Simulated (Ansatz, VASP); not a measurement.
# Al6Si in two plane-wave programs, part 2 of 2

Wanted: the spread between two codes on one cell, functional and k mesh. The cell is generated by rule, not measured, and may not be a known phase. The cell is taken from a series of runs on this material, whose earlier steps may have relaxed, scaled, displaced or heated it; both programs get it as it stands.

VASP 6.6.1 and Ansatz 0.2.0.

So far. Step 2 (Ansatz: single point, PBEsol, pair 1): The run ends at a pressure of -0.01 GPa, with forces up to 0.30 eV/Å. Step 3 (VASP: single point, PBEsol, pair 1): The run ends at a pressure of 0.04 GPa, with forces up to 0.30 eV/Å.

### 5. VASP: single point, PBEsol, pair 2

Level of this step: PBEsol; plane waves and PAW (Si, Al); invented cell (VASP).

With cell and atoms fixed, the geometry can't cause a difference; cores, projectors, grids and the points listed under the comparison can.

INCAR

```
SYSTEM = Al6Si
PREC = Accurate
ENCUT = 500
EDIFF = 1E-06
NELM = 120
ISMEAR = 1
SIGMA = 0.15
LREAL = .FALSE.
ALGO = Normal
GGA = PS
NBANDS = 18
LORBIT = 11
LWAVE = .FALSE.
LCHARG = .FALSE.
ISIF = 2
LASPH = .TRUE.
GGA_COMPAT = .FALSE.
KPAR = 2
```

POSCAR

```
Al6Si
1.0
    6.1489135354      0.0000000000      0.0000000000
    0.0000000000      6.1489135354      0.0000000000
    0.0000000000      0.0000000000      6.1489135354
Si Al
1 6
Direct
    0.0000000000      0.0252993461      0.0252993461
    0.1974385139      0.4956218356      0.4956218356
    0.5000000000      0.1930278370      0.4956218356
    0.8025614861      0.4956218356      0.4956218356
    0.5000000000      0.7981508092      0.4956218356
    0.5000000000      0.4956218356      0.1930278370
    0.5000000000      0.4956218356      0.7981508092
```

KPOINTS

```
Automatic mesh
0
Gamma
6 6 6
0 0 0
```

Potentials, in the order of the species: Si and Al (PBE family, release 64).

On the command line:

```console
$ mpirun -np 2 vasp_std
```

Numbers of over 12 decimals in the logs are rounded to 6 here.

The program printed:

```text
[banner, memory and clock lines left out]
running    2 mpi-ranks, on    1 nodes
[...]
[... a notice as in an earlier step ...]

 LDA part: xc-table for (Slater+PW92), standard interpolation
 POSCAR, INCAR and KPOINTS ok, starting setup
[...]
entering main loop
       N       E                     dE             d eps       ncg     rms          rms(c)
DAV:   1     0.309231886261E+02    0.30923E+02   -0.68323E+03  1872   0.864E+02
DAV:   2    -0.233345241696E+02   -0.54258E+02   -0.52073E+02  2412   0.111E+02
DAV:   3    -0.255712014926E+02   -0.22367E+01   -0.22197E+01  2494   0.231E+01
DAV:   4    -0.256193833208E+02   -0.48182E-01   -0.48152E-01  2768   0.396E+00
[...]
DAV:  13    -0.219648398381E+02    0.25351E-03   -0.20600E-03  2094   0.807E-02    0.149E-02
DAV:  14    -0.219648375647E+02    0.22734E-05   -0.84402E-05  2132   0.331E-02    0.103E-02
DAV:  15    -0.219648369966E+02    0.56807E-06   -0.65719E-06  2292   0.109E-02
   1 F= -.21964837E+02 E0= -.21963038E+02  d E =-.539842E-02
```

From OUTCAR (step 5):

```text
  Total       -0.0066814      0.0621368      0.0621368      0.0000000     -0.1674066     -0.0000000
  in kB       -0.0460451      0.4282175      0.4282175      0.0000000     -1.1536871     -0.0000000
  external PRESSURE =       0.2701300 kB  Pullay stress =       0.0000000 kB

 POSITION                                       TOTAL-FORCE (eV/Angst)
 -----------------------------------------------------------------------------------
      0.00000      0.15556      0.15556         0.000000      0.329910      0.329910
      1.21403      3.04754      3.04754        -0.001164     -0.056011     -0.056011
      3.07446      1.18691      3.04754         0.000000     -0.042984     -0.049071
      4.93488      3.04754      3.04754         0.001164     -0.056011     -0.056011
      3.07446      4.90776      3.04754         0.000000     -0.065610     -0.060222
      3.07446      3.04754      1.18691         0.000000     -0.049071     -0.042984
      3.07446      3.04754      4.90776         0.000000     -0.060222     -0.065610
 -----------------------------------------------------------------------------------
    total drift:                               -0.000000     -0.000013     -0.000013

  FREE ENERGIE OF THE ION-ELECTRON SYSTEM (eV)
  ---------------------------------------------------
  free  energy   TOTEN  =       -21.9648369966 eV

  energy  without entropy=      -21.9594385758  energy(sigma->0) =      -21.96303752

[... 2 parts as in an earlier step ...]

[... 1 further part left out ...]
[key lines of the parts left out:]
E-fermi :   1.6232
```

The run ends at a pressure of 0.03 GPa, with forces up to 0.47 eV/Å.

### 6. Ansatz: single point, PBEsol, pair 2

The same cell, functional, mesh and smearing now go to Ansatz, which takes its cutoff from its data sets.

The cell is taken from a series of runs on this material, whose earlier steps may have relaxed, scaled, displaced or heated it; both programs get it as it stands.

input.yaml

```yaml
crystal:
  lattice:
    - [6.1489135354, 0.0, 0.0]
    - [0.0, 6.1489135354, 0.0]
    - [0.0, 0.0, 6.1489135354]
  atoms:
    - { symbol: Si, position: [0.0, 0.0252993461, 0.0252993461] }
    - { symbol: Al, position: [0.1974385139, 0.4956218356, 0.4956218356] }
    - { symbol: Al, position: [0.5, 0.193027837, 0.4956218356] }
    - { symbol: Al, position: [0.8025614861, 0.4956218356, 0.4956218356] }
    - { symbol: Al, position: [0.5, 0.7981508092, 0.4956218356] }
    - { symbol: Al, position: [0.5, 0.4956218356, 0.193027837] }
    - { symbol: Al, position: [0.5, 0.4956218356, 0.7981508092] }
kpoints:
  mp_grid: { grid: [6, 6, 6] }
hamiltonian:
  xc: pbesol
scf:
  occupations: { method: methfessel_paxton, width: 0.15 }
output:
  forces: true
  stress: true
  eigenvalues: true
```

On the command line:

```console
$ ansatz run input.yaml --threads 8 --pin off --max-ram 14336MiB --backend cpu --events-out ev --progress --plain --runs-dir out
```

The program printed:

```text
[...]
Crystal: 7 atoms, lattice volume = 232.485 Å³
Basis set: ecut = 420 eV, 4553 PW (Γ), exchange–correlation on 90×90×90 points (8 copies of the dense FFT grid, shifted against one another)
Bands: 18, of which v1, the nominal top of the filled ones, is band 11 counted from 1 (10 counted from 0)
Symmetry: 4 space group operations
[...]
k-points: 52 of 216 (time reversal used)
[...]
k-point 0: bands = [... 7 lower, -0.9452, 1.6383, 1.6437, 1.6831, 2.0820, 2.1149, 2.1226, 3.5697, ... 3 higher]
  k-point 1: bands = [... 7 lower, -0.6441, 1.2856, 1.2969, 1.7663, 2.0753, 2.2067, 2.2416, 3.3479, ... 3 higher]
  k-point 2: bands = [... 7 lower, 0.4204, 0.8110, 0.8289, 1.9083, 2.1304, 2.3068, 2.3606, 3.0283, ... 3 higher]
  k-point 51: bands = [... 7 lower, -0.2546, 1.5315, 1.5322, 1.5349, 2.6070, 2.6133, 2.6199, 3.8830, ... 3 higher]
[key lines of the parts left out:]
SCF converged after 8 iterations
Free energy (F): -3760.452063 eV
Fermi energy:    1.628492 eV
P = ⅓ Tr σ = -0.0190 GPa (-0.190 kbar)
```

The run ends at a pressure of -0.02 GPa, with forces up to 0.47 eV/Å.

### 7. Differences

The two programs side by side:

```
      quantity  Ansatz  VASP  difference
pressure (GPa)   -0.02  0.03       -0.05
```

Forces (eV/Å; atoms numbered as in POSCAR):

```
atom          Ansatz x, y, z            VASP x, y, z
 Si1     0.000, 0.330, 0.330     0.000, 0.330, 0.330
 Al2  -0.002, -0.056, -0.056  -0.001, -0.056, -0.056
 Al3   0.000, -0.044, -0.049   0.000, -0.043, -0.049
 Al4   0.002, -0.056, -0.056   0.001, -0.056, -0.056
 Al5   0.000, -0.065, -0.060   0.000, -0.066, -0.060
 Al6   0.000, -0.049, -0.044   0.000, -0.049, -0.043
 Al7   0.000, -0.060, -0.065   0.000, -0.060, -0.066
```

The forces differ by 0.3 meV/Å r.m.s., which is 0.3 % of the r.m.s. force of 0.110 eV/Å (both taken over all components).

### 8. VASP: single point, PBEsol, pair 3

A single point gives forces, pressure and levels at one fixed geometry, so differences don't come from the geometry; what else differs is listed under the comparison.

INCAR is that of step 5.

POSCAR

```
Al6Si
1.0
    6.1489135354      0.0000000000      0.0000000000
    0.0000000000      6.1489135354      0.0000000000
    0.0000000000      0.0000000000      6.1489135354
Si Al
1 6
Direct
    0.0000000000      0.0367990489      0.0367990489
    0.1974385139      0.4936317609      0.4936317609
    0.5000000000      0.1910229839      0.4936317609
    0.8025614861      0.4936317609      0.4936317609
    0.5000000000      0.7961459561      0.4936317609
    0.5000000000      0.4936317609      0.1910229839
    0.5000000000      0.4936317609      0.7961459561
```

KPOINTS is that of step 5.

On the command line:

```console
$ mpirun -np 2 vasp_std
```

The program printed:

```text
[... set-up lines as in an earlier step ...]
 entering main loop
       N       E                     dE             d eps       ncg     rms          rms(c)
DAV:   1     0.310147279159E+02    0.31015E+02   -0.68130E+03  1872   0.865E+02
DAV:   2    -0.233068523570E+02   -0.54322E+02   -0.52107E+02  2400   0.111E+02
DAV:   3    -0.255809719502E+02   -0.22741E+01   -0.22572E+01  2480   0.232E+01
DAV:   4    -0.256305008115E+02   -0.49529E-01   -0.49496E-01  2772   0.402E+00
[...]
DAV:  13    -0.220319901757E+02    0.20795E-03   -0.16663E-03  2142   0.651E-02    0.102E-02
DAV:  14    -0.220319897067E+02    0.46899E-06   -0.48804E-05  2166   0.262E-02    0.618E-03
DAV:  15    -0.220319900908E+02   -0.38414E-06   -0.44977E-06  2004   0.789E-03
   1 F= -.22031990E+02 E0= -.22030922E+02  d E =-.320279E-02
```

From OUTCAR (step 8):

```text
  Total       -0.0677165      0.0499674      0.0499674      0.0000000     -0.3465237     -0.0000000
  in kB       -0.4666703      0.3443515      0.3443515      0.0000000     -2.3880771     -0.0000000
  external PRESSURE =       0.0740109 kB  Pullay stress =       0.0000000 kB

 POSITION                                       TOTAL-FORCE (eV/Angst)
 -----------------------------------------------------------------------------------
      0.00000      0.22627      0.22627         0.000000      0.478662      0.478662
      1.21403      3.03530      3.03530        -0.002661     -0.082552     -0.082552
      3.07446      1.17458      3.03530         0.000000     -0.055618     -0.067602
      4.93488      3.03530      3.03530         0.002661     -0.082552     -0.082552
      3.07446      4.89543      3.03530         0.000000     -0.100967     -0.089370
      3.07446      3.03530      1.17458         0.000000     -0.067602     -0.055618
      3.07446      3.03530      4.89543         0.000000     -0.089370     -0.100967
 -----------------------------------------------------------------------------------
    total drift:                                0.000000      0.000115      0.000115

  FREE ENERGIE OF THE ION-ELECTRON SYSTEM (eV)
  ---------------------------------------------------
  free  energy   TOTEN  =       -22.0319900908 eV

  energy  without entropy=      -22.0287873041  energy(sigma->0) =      -22.03092250

[... 2 parts as in an earlier step ...]

[... 1 further part left out ...]
[key lines of the parts left out:]
E-fermi :   1.6311
```

The run ends at a pressure of 0.01 GPa, with forces up to 0.68 eV/Å.

### 9. Ansatz: single point, PBEsol, pair 3

The same cell, functional, mesh and smearing now go to Ansatz, which takes its cutoff from its data sets.

The cell is taken from a series of runs on this material, whose earlier steps may have relaxed, scaled, displaced or heated it; both programs get it as it stands.

input.yaml, the sections that differ from step 6:

```yaml
crystal:
  lattice:
    - [6.1489135354, 0.0, 0.0]
    - [0.0, 6.1489135354, 0.0]
    - [0.0, 0.0, 6.1489135354]
  atoms:
    - { symbol: Si, position: [0.0, 0.0367990489, 0.0367990489] }
    - { symbol: Al, position: [0.1974385139, 0.4936317609, 0.4936317609] }
    - { symbol: Al, position: [0.5, 0.1910229839, 0.4936317609] }
    - { symbol: Al, position: [0.8025614861, 0.4936317609, 0.4936317609] }
    - { symbol: Al, position: [0.5, 0.7961459561, 0.4936317609] }
    - { symbol: Al, position: [0.5, 0.4936317609, 0.1910229839] }
    - { symbol: Al, position: [0.5, 0.4936317609, 0.7961459561] }
# kpoints, hamiltonian, scf, output: as in step 6
```

On the command line:

```console
$ ansatz run input.yaml --threads 8 --pin off --max-ram 14336MiB --backend cpu --events-out ev --progress --plain --runs-dir out
```

The program printed:

```text
[...]
Crystal: 7 atoms, lattice volume = 232.485 Å³
Basis set: ecut = 420 eV, 4553 PW (Γ), exchange–correlation on 90×90×90 points (8 copies of the dense FFT grid, shifted against one another)
Bands: 18, of which v1, the nominal top of the filled ones, is band 11 counted from 1 (10 counted from 0)
Symmetry: 4 space group operations
[...]
k-points: 52 of 216 (time reversal used)
[...]
k-point 0: bands = [... 7 lower, -0.9407, 1.6015, 1.6176, 1.6918, 2.0886, 2.1548, 2.1649, 3.5592, ... 3 higher]
  k-point 1: bands = [... 7 lower, -0.6406, 1.2693, 1.2940, 1.7755, 2.0616, 2.2127, 2.2791, 3.3541, ... 3 higher]
  k-point 2: bands = [... 7 lower, 0.4220, 0.8005, 0.8381, 1.9163, 2.1206, 2.2722, 2.3830, 3.0657, ... 3 higher]
  k-point 51: bands = [... 7 lower, -0.2462, 1.5322, 1.5331, 1.5384, 2.6154, 2.6265, 2.6441, 3.8808, ... 3 higher]
[key lines of the parts left out:]
SCF converged after 8 iterations
Free energy (F): -3760.519159 eV
Fermi energy:    1.636205 eV
P = ⅓ Tr σ = -0.0387 GPa (-0.387 kbar)
```

The run ends at a pressure of -0.04 GPa, with forces up to 0.68 eV/Å.

### 10. Side by side

The two programs side by side:

```csv
quantity,Ansatz,VASP,difference
pressure (GPa),-0.04,0.01,-0.05
```

Forces (eV/Å; atoms numbered as in POSCAR):

```csv
atom,"Ansatz x, y, z","VASP x, y, z"
Si1,"0.000, 0.478, 0.478","0.000, 0.479, 0.479"
Al2,"-0.004, -0.082, -0.082","-0.003, -0.083, -0.083"
Al3,"0.000, -0.057, -0.068","0.000, -0.056, -0.068"
Al4,"0.004, -0.082, -0.082","0.003, -0.083, -0.083"
Al5,"0.000, -0.100, -0.089","0.000, -0.101, -0.089"
Al6,"0.000, -0.068, -0.057","0.000, -0.068, -0.056"
Al7,"0.000, -0.089, -0.100","0.000, -0.089, -0.101"
```

The forces differ by 0.8 meV/Å r.m.s., which is 0.5 % of the r.m.s. force of 0.160 eV/Å (both taken over all components).

### 11. What came out

| Quantity | Value |
| --- | --- |
| difference in pressure (single point, PBEsol, pair 1) | -0.046 GPa |
| r.m.s. force difference (single point, PBEsol, pair 2) | 0.3 meV/Å |
| r.m.s. force difference (single point, PBEsol, pair 3) | 0.76 meV/Å |

**Reading.** The r.m.s. force difference is 0.76 meV/Å (single point, PBEsol, pair 3), within the 12 meV/Å picked in this series as the mark of a large difference. 5 further runs of this series are not shown here. How closely two codes agree says nothing of how well the functional describes the real material.

[Lines on the potential files, build, host, timing and source positions are cut from VASP's logs without a mark.]

[Logs are printed without paths, hosts, clocks, repeated set-up lines and the standing remarks that a program may print on its own settings, such as how far it seeks lower states.]

[Hosts, paths, dates, database ids (printed as entryN), source tags and the programs' standing remarks are cut or masked in the printed files.]
